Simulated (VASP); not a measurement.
Ir, 1 atom in the cell. The structure is cubic, space group Fm-3m (No. 225). Conventional cell: a = 3.768 Å, b = 3.768 Å, c = 3.768 Å, α = 90.00°, β = 90.00°, γ = 90.00°. Around Ir (site symmetry m-3m) lie 12 Ir at 2.66 Å.  The cell isn't the ideal one: a relaxed cell with its volume scaled by 0.96.

```yaml
Program: VASP 6.6.1
Task: relaxation of the atoms
Functional: LDA
Potentials_or_basis: VASP PAW LDA potentials, release 64 (Ir)
Cutoff: 600 eV
k_mesh: 16 × 16 × 16
Occupations: methfessel-paxton, width 0.1 eV
Spin: no spin polarisation
Further_INCAR_settings: ALGO = Normal; EDIFF = 1e-07; IBRION = 2; EDIFFG = -0.01; NSW = 40
```

Potentials or basis: VASP PAW LDA potentials, release 64 (Ir).

Command:

```console
$ cat potpaw_LDA.64/Ir/POTCAR > POTCAR
$ mpirun -np 1 vasp_std > vasp.out
```

Hardware: 1 thread of AMD EPYC 9R45 (Zen 5) (shared host).

Estimate the wall time of this run.

Run time: 12 s on 1 thread of AMD EPYC 9R45 (Zen 5), with other jobs on the host, peak memory 0.12 GiB. Counts: scf iterations 12, k points 145, ion steps 1.
